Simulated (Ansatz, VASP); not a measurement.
# NaHgF3 in two plane-wave programs

One calculation is typed for both programs; each brings its own data sets. How far apart do they land? The cell is generated by rule, not measured, and may not be a known phase. Of the first pair: The two relaxations start from unlike cells of this crystal (the structure described is Ansatz's start), so only their ends are compared.

Calculated with Ansatz 0.2.0; plane waves, with VASP 6.6.1 beside it; relaxation of cell and atoms at PBEsol.

### 1. The structure

It takes space group Cmmm (No. 65, orthorhombic). Conventional cell: a = 5.554 Å, b = 5.626 Å, c = 3.946 Å, α = 90.00°, β = 90.00°, γ = 90.00°. Nearest to Na lie 12 F at 2.78 to 2.81 Å. Nearest to Hg lie 6 F at 1.97 to 1.98 Å. F has 2 Hg at 1.97 Å and 4 Na at 2.78 to 2.81 Å nearest. Nearest to F lie 2 Hg at 1.98 Å and 4 Na at 2.79 Å. Farther neighbours and most contacts between anions are not listed.

### 2. VASP: relaxation of cell and atoms, PBEsol, pair 1

The relaxed volume is the usual yardstick between codes: in a stiff, nearly cubic crystal its relative difference is about their pressure difference at one cell divided by the bulk modulus.

Lines of VASP's logs that name or quote its potential files are left out, and so is its time.

INCAR reads:

```
SYSTEM = NaHgF3
PREC = Accurate
ENCUT = 600
EDIFF = 1E-07
NELM = 120
ISMEAR = 0
SIGMA = 0.1
LREAL = .FALSE.
ALGO = Normal
GGA = PS
NBANDS = 26
LORBIT = 11
LWAVE = .FALSE.
LCHARG = .FALSE.
ISIF = 3
IBRION = 2
NSW = 80
EDIFFG = -0.005
LASPH = .TRUE.
GGA_COMPAT = .FALSE.
NELMIN = 4
EFERMI = MIDGAP
KPAR = 2
```

POSCAR reads:

```
NaHgF3
1.0
    3.1476324677     -3.1877188967      0.0000000000
    3.1476324677      3.1877188967      0.0000000000
    0.0000000000      0.0000000000      4.4804040737
Na Hg F
1 1 3
Direct
    0.0000000000      0.0000000000      0.5000000000
    0.5000000000      0.5000000000      0.0000000000
    0.5000000000      0.5000000000      0.5000000000
    0.5000000000      0.0000000000      0.0000000000
    0.0000000000      0.5000000000      0.0000000000
```

KPOINTS reads:

```
Automatic mesh
0
Gamma
6 6 6
0 0 0
```

PAW data sets: Na_pv, Hg and F (PBE family, release 64).

Launch:

```
$ mpirun -np 2 vasp_std
```

Numbers of over 12 decimals in the logs are rounded to 6 here.

Log:

```text
[banner, memory and clock lines left out]
running    2 mpi-ranks, on    1 nodes
 distrk:  each k-point on    1 cores,    2 groups
 distr:  one band on    1 cores,    1 groups

 POSCAR found type information on POSCAR NaHgF
 POSCAR found :  3 types and       5 ions
|                                                                             |
|               ----> ADVICE to this user running VASP <----                  |
|                                                                             |
|     You enforced a specific xc type in the INCAR file but a different       |
|     [... a line on the potential file left out ...]
|     I HOPE YOU KNOW WHAT YOU ARE DOING!                                     |
|                                                                             |

 LDA part: xc-table for (Slater+PW92), standard interpolation
 POSCAR, INCAR and KPOINTS ok, starting setup
 FFT: planning ... GRIDC
 FFT: planning ... GRID_SOFT
 FFT: planning ... GRID
 WAVECAR not read
 entering main loop
       N       E                     dE             d eps       ncg     rms          rms(c)
DAV:   1     0.441543567681E+03    0.44154E+03   -0.22832E+04  2704   0.178E+03
DAV:   2     0.222074868422E+02   -0.41934E+03   -0.40066E+03  3038   0.451E+02
DAV:   3    -0.180416777263E+02   -0.40249E+02   -0.39731E+02  3076   0.148E+02
DAV:   4    -0.188613804634E+02   -0.81970E+00   -0.81769E+00  3022   0.219E+01
DAV:   5    -0.188728132956E+02   -0.11433E-01   -0.11425E-01  3150   0.263E+00    0.146E+01
DAV:   6    -0.165438553750E+02    0.23290E+01   -0.86338E+00  3524   0.294E+01    0.110E+01
DAV:   7    -0.164926247528E+02    0.51231E-01   -0.64700E-01  2776   0.728E+00    0.695E+00
DAV:   8    -0.164599346586E+02    0.32690E-01   -0.17350E-01  3206   0.400E+00    0.817E-01
DAV:   9    -0.164531219311E+02    0.68127E-02   -0.34449E-02  2978   0.150E+00    0.215E-01
DAV:  10    -0.164535048197E+02   -0.38289E-03   -0.15423E-03  2832   0.555E-01    0.858E-02
DAV:  11    -0.164537393032E+02   -0.23448E-03   -0.51286E-04  3198   0.185E-01    0.963E-02
DAV:  12    -0.164537335053E+02    0.57979E-05   -0.67993E-05  3384   0.902E-02    0.172E-02
DAV:  13    -0.164537347738E+02   -0.12685E-05   -0.83635E-06  3150   0.265E-02    0.705E-03
DAV:  14    -0.164537345875E+02    0.18633E-06   -0.11999E-06  3118   0.103E-02    0.301E-03
DAV:  15    -0.164537346244E+02   -0.36948E-07   -0.51364E-08  1822   0.274E-03
   1 F= -.16453735E+02 E0= -.16453357E+02  d E =-.164537E+02
 curvature:   0.00 expect dE= 0.000E+00 dE for cont linesearch  0.000E+00
 trial: gam= 0.00000 g(F)=  0.403E-59 g(S)=  0.688E-02 ort = 0.000E+00 (trialstep = 0.100E+01)
 search vector abs. value=  0.688E-02
 bond charge predicted
       N       E                     dE             d eps       ncg     rms          rms(c)
DAV:   1    -0.165404561891E+02   -0.86722E-01   -0.16672E+00  2894   0.129E+01    0.224E+00
DAV:   2    -0.164644570198E+02    0.75999E-01   -0.29798E-01  2804   0.407E+00    0.489E-01
DAV:   3    -0.164586518371E+02    0.58052E-02   -0.13857E-02  2964   0.190E+00    0.617E-01
DAV:   4    -0.164578151147E+02    0.83672E-03   -0.19242E-03  2936   0.418E-01    0.488E-01
DAV:   5    -0.164573411385E+02    0.47398E-03   -0.82184E-04  3206   0.239E-01    0.581E-02
DAV:   6    -0.164572478942E+02    0.93244E-04   -0.22564E-04  3424   0.220E-01    0.139E-02
DAV:   7    -0.164572484420E+02   -0.54772E-06   -0.45741E-05  2812   0.620E-02    0.457E-03
DAV:   8    -0.164572484463E+02   -0.42928E-08   -0.29931E-06  3160   0.154E-02    0.385E-03
DAV:   9    -0.164572484110E+02    0.35275E-07   -0.19378E-07  2348   0.580E-03
   2 F= -.16457248E+02 E0= -.16456943E+02  d E =-.351379E-02
 trial-energy change:   -0.003514  1 .order   -0.003548   -0.006875   -0.000221
 step:   1.0344(harm=  1.0333)  dis= 0.00000  next Energy=   -16.457252 (dE=-0.352E-02)
 bond charge predicted
       N       E                     dE             d eps       ncg     rms          rms(c)
DAV:   1    -0.164573504568E+02   -0.10201E-03   -0.19557E-03  2902   0.442E-01    0.777E-02
DAV:   2    -0.164572600779E+02    0.90379E-04   -0.36412E-04  2814   0.142E-01    0.168E-02
DAV:   3    -0.164572533495E+02    0.67283E-05   -0.16771E-05  3016   0.663E-02    0.205E-02
DAV:   4    -0.164572522548E+02    0.10947E-05   -0.24086E-06  2886   0.149E-02    0.161E-02
DAV:   5    -0.164572513954E+02    0.85943E-06   -0.10673E-06  3140   0.884E-03    0.213E-03
DAV:   6    -0.164572512473E+02    0.14810E-06   -0.27306E-07  2254   0.764E-03    0.531E-04
DAV:   7    -0.164572512322E+02    0.15095E-07   -0.69113E-08  1436   0.260E-03
   3 F= -.16457251E+02 E0= -.16456949E+02  d E =-.351661E-02
 curvature:  -0.52 expect dE=-0.420E-05 dE for cont linesearch -0.162E-06
 trial: gam= 0.00794 g(F)=  0.197E-58 g(S)=  0.814E-05 ort =-0.465E-04 (trialstep = 0.101E+01)
 search vector abs. value=  0.783E-05
 reached required accuracy - stopping structural energy minimisation
```

OUTCAR, selected parts (step 2):

```text
ion  position               nearest neighbor table
   1  0.000  0.000  0.500-
   2  0.500  0.500  0.000-   4 2.24   5 2.24   4 2.24   5 2.24   3 2.24   3 2.24
   3  0.500  0.500  0.500-   2 2.24   2 2.24
   4  0.500  0.000  0.000-   2 2.24   2 2.24
   5  0.000  0.500  0.000-   2 2.24   2 2.24

  LATTYP: Found a base centered orthorhombic cell.
 ALAT       =     6.2952649354
 B/A-ratio  =     1.0127354224
 C/A-ratio  =     0.7117101694

 Subroutine GETGRP returns: Found  8 space group operations
 (whereof  8 operations were pure point group operations)

The static configuration has the point symmetry D_2h.

 Found     52 irreducible k-points:

   k-points           NKPTS =     52   k-points in BZ     NKDIM =     52   number of bands    NBANDS=     26

   dimension x,y,z NGX =    36 NGY =   36 NGZ =   36
   dimension x,y,z NGXF=    72 NGYF=   72 NGZF=   72

   ENCUT  =  600.0 eV  44.10 Ry    6.64 a.u.   8.95  8.95  8.95*2*pi/ulx,y,z

   NELECT =      40.0000    total number of electrons

 k-points in reciprocal lattice and weights: Automatic mesh
   0.00000000  0.00000000  0.00000000       0.005
   0.16666667  0.00000000  0.00000000       0.019
   0.33333333  0.00000000  0.00000000       0.019
   0.50000000  0.00000000  0.00000000       0.009
   0.16666667  0.16666667  0.00000000       0.009
   0.33333333  0.16666667  0.00000000       0.019
   0.50000000  0.16666667  0.00000000       0.019
  -0.33333333  0.16666667  0.00000000       0.019
  -0.16666667  0.16666667  0.00000000       0.009
[...]
-0.33333333  0.33333333  0.50000000       0.009
   0.50000000  0.50000000  0.50000000       0.005

 average (electrostatic) potential at core
       1 -49.9013       2 -41.7313       3 -78.8467       4 -78.8470       5 -78.8470

 E-fermi :  -0.7380

 k-point     1 :       0.0000    0.0000    0.0000
  band No.  band energies     occupation
    ...
     16      -3.6426      2.00000
     17      -3.6390      2.00000
     18      -3.6139      2.00000
     19      -3.6106      2.00000
     20      -3.5952      2.00000
     21      -0.6882      0.48177
     22       4.0998      0.00000
     23       8.6310      0.00000
     24       8.6689      0.00000
     25       8.7116      0.00000
    ...

 k-point     2 :       0.1667    0.0000    0.0000
  band No.  band energies     occupation
    ...
     16      -3.6285      2.00000
     17      -3.6242      2.00000
     18      -3.5154      2.00000
     19      -3.4933      2.00000
     20      -3.4871      2.00000
     21      -0.1267      0.00000
     22       4.2135      0.00000
     23       7.4459      0.00000
     24       8.7508      0.00000
     25       8.7511      0.00000
    ...

 k-point     3 :       0.3333    0.0000    0.0000
  band No.  band energies     occupation
    ...
     16      -3.6245      2.00000
     17      -3.6240      2.00000
     18      -3.2549      2.00000
     19      -3.2547      2.00000
     20      -3.1937      2.00000
     21       1.1668      0.00000
     22       4.1558      0.00000
     23       6.8034      0.00000
     24       9.0261      0.00000
     25       9.0276      0.00000
    ...

  Total        0.0168842     -0.0231291     -0.0048521     -0.0000000      0.0000000      0.0000000
  in kB        0.2965249     -0.4061977     -0.0852139     -0.0000000      0.0000000      0.0000000
  external PRESSURE =      -0.0649622 kB  Pullay stress =       0.0000000 kB

  energy-cutoff  :      600.00
  volume of cell :       91.23
      direct lattice vectors                 reciprocal lattice vectors
     3.163424258 -3.202777186  0.000000000     0.158056574 -0.156114513  0.000000000
     3.163424258  3.202777186  0.000000000     0.158056574  0.156114513  0.000000000
     0.000000000  0.000000000  4.502117748     0.000000000  0.000000000  0.222117691

 POSITION                                       TOTAL-FORCE (eV/Angst)
 -----------------------------------------------------------------------------------
      0.00000      0.00000      2.25106        -0.000000      0.000000      0.000000
      3.16342      0.00000      0.00000         0.000000     -0.000000      0.000000
      3.16342      0.00000      2.25106         0.000000      0.000000      0.000000
      1.58171     -1.60139      0.00000        -0.000000      0.000000      0.000000
      1.58171      1.60139      0.00000        -0.000000     -0.000000      0.000000
 -----------------------------------------------------------------------------------
    total drift:                                0.000000      0.000000     -0.000000

  FREE ENERGIE OF THE ION-ELECTRON SYSTEM (eV)
  ---------------------------------------------------
  free  energy   TOTEN  =       -16.4572512322 eV

  energy  without entropy=      -16.4566459365  energy(sigma->0) =      -16.45694858

 reached required accuracy - stopping structural energy minimisation

 total charge
# of ion       s       p       d       tot
------------------------------------------
    1        0.009   5.954   0.000   5.963
    2        0.443   0.290   9.586  10.319
    3        1.733   4.294   0.000   6.027
    4        1.733   4.294   0.000   6.027
    5        1.733   4.294   0.000   6.027
--------------------------------------------------
tot          5.651  19.126   9.586  34.363

[... 3 further parts left out ...]
```

### 3. Ansatz: relaxation of cell and atoms, PBEsol, pair 1

Ansatz runs on norm-conserving files, of PseudoDojo where its log says so.

Its own start cell and the same functional, mesh and smearing now go to Ansatz, which takes its cutoff from its data sets.

input.yaml reads:

```yaml
crystal:
  lattice:
    - [2.77725, -2.81308, 0.0]
    - [2.77725, 2.81308, 0.0]
    - [0.0, 0.0, 3.94638]
  atoms:
    - { symbol: Na, position: [0.0, 0.0, 0.5] }
    - { symbol: Hg, position: [0.5, 0.5, 0.0] }
    - { symbol: F, position: [0.5, 0.5, 0.5] }
    - { symbol: F, position: [0.5, 0.0, 0.0] }
    - { symbol: F, position: [0.0, 0.5, 0.0] }
kpoints:
  mp_grid: { grid: [6, 6, 6] }
hamiltonian:
  xc: pbesol
  pseudopotentials: { kind: nc }
scf:
  occupations: { method: gaussian, width: 0.1 }
output:
  forces: true
  stress: true
  eigenvalues: true
relax:
  adjacent_minimum: "off"
  f_tol: 0.05
  max_steps: 80
  cell: { stress_tol: 0.5 }
```

Launch:

```
$ ansatz run input.yaml --threads 4 --pin off --max-ram 14336MiB --backend cpu --events-out ev --progress --plain --runs-dir out
```

Log:

```text
The last accepted step is kept in <dir> (removed where the run ends without a failure and the disk answers)
Engine: ansatz 0.2.0, x86_64-unknown-linux-gnu
Pseudopotentials: kind: nc
Pseudopotential: Na, nc, valence charge 9, recommended cutoff 1197.300995 eV (normal), Na.nc.azcp (PseudoDojo's, or run here from an input of PseudoDojo's: the run reads no file of this project's for it)
Pseudopotential: Hg, nc, valence charge 20, recommended cutoff 897.975746 eV (normal), Hg.nc.azcp (PseudoDojo's, or run here from an input of PseudoDojo's: the run reads no file of this project's for it)
Pseudopotential: F, nc, valence charge 7, recommended cutoff 1142.878222 eV (normal), F.nc.azcp (PseudoDojo's, or run here from an input of PseudoDojo's: the run reads no file of this project's for it)
Functional definition: PBEsol
  exchange = pbesol_x
  correlation = pbesol_c
Crystal: 5 atoms, lattice volume = 61.663 Å³
Basis set: ecut = 1197.300995 eV, 5779 PW (Γ), exchange–correlation on 90×90×90 points (8 copies of the dense FFT grid, shifted against one another)
Bands: 30, of which v1, the nominal top of the filled ones, is band 25 counted from 1 (24 counted from 0)
Symmetry: 8 space group operations
Space group: Cmmm (ITA 65), of the structure as read, at distance tolerance 4.0e-5 Å
k-points: 52 of 216
Non-local potential: Na, projectors of the file, l = 0: 2, l = 1: 2
Non-local potential: Hg, projectors of the file, l = 0: 2, l = 1: 2, l = 2: 2, l = 3: 1
Non-local potential: F, projectors of the file, l = 0: 2, l = 1: 2, l = 2: 1
Initial density: superposition of atomic densities (chi_scale 0.1, normalization cell, long waves kept (reshape's long-wave potential 0.01 eV rms))
Initial wavefunctions: pseudopotential atomic-orbital guess
Functional: x = pbesol(κ = 0.804, μ = 0.123457), c = pbesol(β = 0.046)
SCF iter   1: F=—  HF=-7784.030964 eV  |F-HF|=—  |Δ(HF+E_count)|=         —  Δρ=1.93e-1  dr2=1.84e1  ethr=3.10e-3  ⟨swp⟩=7.0  Hψ=8308  notcnv=0
preconditioner: auto → Resta (q_TF=auto, 2.635 Å⁻¹)  ε∞=3.4  [insulator: Δε(μ)=0.291 eV  Ē_g=19.115 eV  σ=0.100 eV  W_gap=0.91  n_scr=18 (ndim 8)  ℏωp=29.9 eV  f_vac=0.072  D(μ)=0.27/eV (n_scr^D=0)  ε∞_Penn≈3.4]
SCF iter   2: F=—  HF=-7777.510203 eV  |F-HF|=—  |Δ(HF+E_count)|=    6.52e0  Δρ=5.02e-2  dr2=1.36e0  ethr=3.10e-3  ⟨swp⟩=3.8  Hψ=4122  notcnv=0  defer=49
preconditioner: auto → LDOS  [metal: Δε(μ)=0.060 eV  Ē_g=18.839 eV  σ=0.100 eV  W_gap=0.32  n_scr=18 (ndim 8)  ℏωp=29.9 eV  f_vac=0.087  D(μ)=0.93/eV (n_scr^D=6)  β→1.0]
SCF iter   3: F=—  HF=-7776.895317 eV  |F-HF|=—  |Δ(HF+E_count)|=   6.15e-1  Δρ=1.63e-2  dr2=5.65e-2  ethr=2.72e-3  ⟨swp⟩=3.0  Hψ=3433  notcnv=0  defer=48
SCF iter   4: F=—  HF=-7776.883934 eV  |F-HF|=—  |Δ(HF+E_count)|=   1.14e-2  Δρ=4.01e-3  dr2=4.79e-3  ethr=1.13e-4  ⟨swp⟩=2.1  Hψ=3181  notcnv=0  defer=46
SCF iter   5: F=—  HF=-7776.883079 eV  |F-HF|=—  |Δ(HF+E_count)|=   8.54e-4  Δρ=8.78e-4  dr2=1.43e-4  ethr=9.57e-6  ⟨swp⟩=2.3  Hψ=2685  notcnv=0  defer=46
SCF iter   6: F=—  HF=-7776.883084 eV  |F-HF|=—  |Δ(HF+E_count)|=   4.87e-6  Δρ=1.50e-4  dr2=5.19e-6  ethr=2.87e-7  ⟨swp⟩=2.0  Hψ=2659  notcnv=0  defer=46
SCF iter   7: F=—  HF=-7776.882922 eV  |F-HF|=—  |Δ(HF+E_count)|=   1.62e-4  Δρ=1.94e-5  dr2=8.41e-8  ethr=2.00e-10  ⟨swp⟩=12.6  Hψ=11767  notcnv=0
SCF iter   8: F=-7776.882922 eV  HF=-7776.882922 eV  |F-HF|=3.84e-9  |Δ(HF+E_count)|=   1.29e-8  Δρ=3.86e-6  dr2=4.74e-9  ethr=1.68e-10  ⟨swp⟩=3.1  Hψ=7171  notcnv=0
SCF 1 converged in 8 iterations: F = -7776.882922 eV  dr2 = 4.74e-9
relax step   1: F+E_penalty+E_count = -7776.88292194 eV  Δ(F+E_penalty+E_count) = +0.000e0 eV  max|allowed force component| = 1.988e-29 eV/Å  Δτ_max = 0.0000 Å  P = +56.169 GPa  Ω = 61.663 Å³  (8 SCF iters, dr2 threshold 1.00e-7 eV, accepted)
[...]
relax step   7: F+E_penalty+E_count = -7780.37415216 eV  Δ(F+E_penalty+E_count) = -2.010e-2 eV  max|allowed force component| = 2.644e-28 eV/Å  Δτ_max = 0.0000 Å  P = +0.635 GPa  Ω = 89.410 Å³  energy of the carried Pulay correction = -6.363e-5 eV  (6 SCF iters, dr2 threshold 5.00e-7 eV, accepted)
[...]
relax step   8: F+E_penalty+E_count = -7780.37600324 eV  Δ(F+E_penalty+E_count) = -1.851e-3 eV  max|allowed force component| = 1.720e-28 eV/Å  Δτ_max = 0.0000 Å  P = +0.039 GPa  Ω = 90.303 Å³  energy of the carried Pulay correction = -1.018e-4 eV  (5 SCF iters, dr2 threshold 5.00e-7 eV, accepted)
[...]
relax step   9: F+E_penalty+E_count = -7780.37605409 eV  Δ(F+E_penalty+E_count) = -5.085e-5 eV  max|allowed force component| = 1.311e-28 eV/Å  Δτ_max = 0.0000 Å  P = +0.035 GPa  Ω = 90.303 Å³  stress off target by 5.95e-2 GPa  SCF on the basis re-selected at this cell (its energy is not comparable with the rows above)  (4 SCF iters)
basis re-selected at this cell: Δ(F+E_penalty+E_count) = -5.085e-5 eV, ΔP = -0.004 GPa vs the last step (what re-selecting the basis moved, of the pressure what is left beyond the Pulay correction that the steps carried, after the strain that the cell walked since its last selection, with what the two solves' SCF thresholds leave and, on support functions, any second-order correction that the steps lacked; it is no m [...]
SCF converged after 4 iterations
Free energy (F): -7780.376054 eV
Harris-Foulkes:  -7780.376054 eV  (|F-HF|=6.74e-10)
Internal energy: -7780.375593 eV  (E = F + TS)
E sigma→0 (E₀):  -7780.375824 eV
Entropy (-TS):   -0.000461 eV (-0.092 meV/atom)
Fermi energy:    3.923485 eV
--- Per-component energies (eV) ---
  E_band       = -879.536862
  E_kinetic    = 3372.769097
  E_local      = -7985.559548  (includes V_loc(G=0)·N_el)
  E_nonlocal   = -453.862168
  E_hartree    = 2739.533998
  E_xc         = -1372.935408
  E_vxc        = -1291.953612  (∫ρ·V_xc dr)
  E_ewald      = -4080.321565
  E_smearing   = -0.000461  (= −TS)
  E_closure    = 0.000000  (closes the sum)
  Σ components = -7780.376054   (vs F -7780.376054, Δ=0.00e0)
--- Forces (eV/Å), atoms counted from 1 ---
  atom   1  Na    -0.00000000     0.00000000     0.00000000
  atom   2  Hg    -0.00000000     0.00000000     0.00000000
  atom   3  F     -0.00000000    -0.00000000     0.00000000
  atom   4  F      0.00000000    -0.00000000     0.00000000
  atom   5  F      0.00000000    -0.00000000     0.00000000
  max |Σ_I F_I| component: 3.54e-28 eV/Å
--- Stress (GPa, compression-positive) ---
        0.059539       0.000000       0.000000
        0.000000       0.004543       0.000000
        0.000000       0.000000       0.042206
  P = ⅓ Tr σ = 0.0354 GPa (0.354 kbar)
--- Band table (eV; the first three rows and the last of 52) ---
  k-point 0: bands = [... 21 lower, 0.9387, 0.9749, 0.9802, 0.9889, 3.9911, 8.7736, 13.3061, 13.3361, ... 1 higher]
  k-point 1: bands = [... 21 lower, 0.9711, 1.0992, 1.1009, 1.1062, 4.5467, 8.8860, 12.1118, 13.3883, ... 1 higher]
  k-point 2: bands = [... 21 lower, 0.9767, 1.3530, 1.3608, 1.4582, 5.8393, 8.8219, 11.4750, 13.6658, ... 1 higher]
  k-point 51: bands = [... 21 lower, 1.4665, 1.4681, 3.7586, 3.7595, 9.5313, 9.9716, 11.2187, 11.2418, ... 1 higher]
--- Relaxed structure (7 steps of the walk, 7 accepted, 2 SCFs on fresh bases) ---
  F+E_penalty+E_count = -7780.37605409 eV   max|allowed force component| = 1.311e-28 eV/Å   (the final SCF, on the basis selected at the relaxed cell)
  cell:  # Å, volume = 90.3026 Å³
    - [3.158594, -3.186462, 0.0]
    - [3.158594, 3.186462, 0.0]
    - [0.0, 0.0, 4.486086]
  atoms:
    - { symbol: Na, position: [0, 0, 0.5] }
    - { symbol: Hg, position: [0.500000, 0.500000, 0.0] }
    - { symbol: F, position: [0.500000, 0.500000, 0.5] }
    - { symbol: F, position: [0.5, -2.7755575615628914e-17, 0.0] }
    - { symbol: F, position: [-2.7755575615628914e-17, 0.5, 0.0] }
```

### 4. Comparison

Known differences besides the potentials themselves: the data sets hold 50 valence electrons in Ansatz (on norm-conserving files, of PseudoDojo where its log says so) and 40 in VASP; the cutoff is 1197.3 eV in Ansatz and 600 eV in VASP; Ansatz adds a Pulay correction to the stress that steers its cell, VASP none. Total energies have different zeros and are not compared.

Both answers:

```
                                         quantity  Ansatz   VASP  difference
                                      volume (Å³)   90.30  91.23     -1.02 %
edge a after relaxation, in the typed setting (Å)   4.487  4.502     -0.33 %
```

(Continued in part 2 of 2.)

[Lines on the potential files, build, host, timing and source positions are cut from VASP's logs without a mark.]

[Logs are printed without paths, hosts, clocks, repeated set-up lines and the standing remarks that a program may print on its own settings, such as how far it seeks lower states.]

[Hosts, paths, dates, database ids (printed as entryN), source tags and the programs' standing remarks are cut or masked in the printed files.]
